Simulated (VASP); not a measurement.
Data:

```xyz
2
Lattice="4.0077 0.0000 0.0000 0.0000 4.0077 0.0000 0.0000 0.0000 4.0077" Properties=species:S:1:pos:R:3 pbc="T T T"
Tl     0.0000     0.0000     0.0000
Br     2.0038     2.0038     2.0038
```

Computed with vdW-DF-cx, VASP's PBE PAW potentials (set 64) (plane waves; VASP). Settings: 520 eV cut-off, 7×7×7 Γ-centred mesh, Gaussian smearing of 0.050 eV, potentials Tl_d Br.

Question: What does the run give for the energy per atom (σ→0), pressure?

Answer: 
```yaml
energy per atom (σ→0): -0.411 eV/atom
pressure: -1.37 GPa
```

Only differences to runs with the same potentials and settings are physical.

The compound is TlBr in the CsCl type structure. This cell is one point of a volume scan, at 1.06 of the reference volume.
